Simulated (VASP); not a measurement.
Given:

```
MgH2
1.0
    4.47038     0.00000     0.00000
    0.00000     4.47038     0.00000
    0.00000     0.00000     2.98718
Mg H
2 4
Direct
  0.00000   0.00000   0.00000
  0.50000   0.50000   0.50000
  0.30413   0.30413   0.00000
  0.80413   0.19587   0.50000
  0.19587   0.80413   0.50000
  0.69587   0.69587   0.00000
```

All values below come from PBE GGA with D4 dispersion, VASP's PBE PAW potentials (set 64) (plane waves; VASP). Run with 520 eV cut-off, Gaussian smearing of 0.050 eV, potentials Mg H.

### Question
Predict the band gap (along the path) with the smallest direct gap where there is one.

### Answer

```yaml
band gap (along the path): 3.76 eV
smallest direct gap (along the path): 4.64 eV
```

Total energies compare only between runs with the same potentials, cut-off and functional.

The compound is MgH2 in the rutile structure. It was relaxed first.
